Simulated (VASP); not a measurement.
Calculation: PBE GGA with D3 dispersion (Becke-Johnson damping), VASP's PBE PAW potentials (set 64) (plane waves; VASP 6.6.1).

Input for VASP

**INCAR**
```
SYSTEM = Lu
PREC = Accurate
ENCUT = 520
EDIFF = 1E-7
NELM = 100
ALGO = Normal
LREAL = .FALSE.
LASPH = .TRUE.
ISMEAR = -5
GGA = PE
IVDW = 12
LMAXMIX = 6
LWAVE = .FALSE.
LCHARG = .TRUE.
LORBIT = 11
NEDOS = 601
ISIF = 2
```

**POSCAR**
```
Lu
1
    1.7338245668    -3.0030723254     0.0000000000
    1.7338245668     3.0030723254     0.0000000000
    0.0000000000     0.0000000000     5.4065071855
Lu
2
Direct
  0.3333330000   0.6666670000   0.2500000000
  0.6666670000   0.3333330000   0.7500000000
```

KPOINTS:
```
Automatic mesh
0
Gamma
14 14 8
0 0 0
```

POTCAR, in this order: Lu_3 (PBE.64 set). Program: vasp_std.

Task: Estimate the energy per atom (σ→0), dispersion energy, band gap (on the k-mesh).

Result: 
```json
{
 "energy per atom (σ→0)": "-4.811 eV/atom",
 "dispersion_energy": "-0.732 eV",
 "band gap (on the k-mesh)": "none (metal, semimetal or under 0.01 eV)"
}
```

**OSZICAR**
```
...
DAV:   7    -0.889105638468E+01   -0.10559E-01   -0.57556E-02  5023   0.552E+00    0.390E-01
DAV:   8    -0.889095273014E+01    0.10365E-03   -0.38552E-03  5137   0.868E-01    0.118E-01
DAV:   9    -0.889095570657E+01   -0.29764E-05   -0.19066E-04  5334   0.224E-01    0.285E-02
DAV:  10    -0.889095146403E+01    0.42425E-05   -0.19668E-05  5342   0.692E-02    0.321E-02
DAV:  11    -0.889095193388E+01   -0.46985E-06   -0.13254E-06  5212   0.167E-02    0.253E-03
DAV:  12    -0.889095216241E+01   -0.22853E-06   -0.60623E-08  2885   0.599E-03    0.137E-03
DAV:  13    -0.889095214932E+01    0.13086E-07   -0.21459E-08  2670   0.903E-03
   1 F= -.96228576E+01 E0= -.96228576E+01  d E =0.000000E+00
```

The compound is Lu in the hcp structure. It was relaxed first.
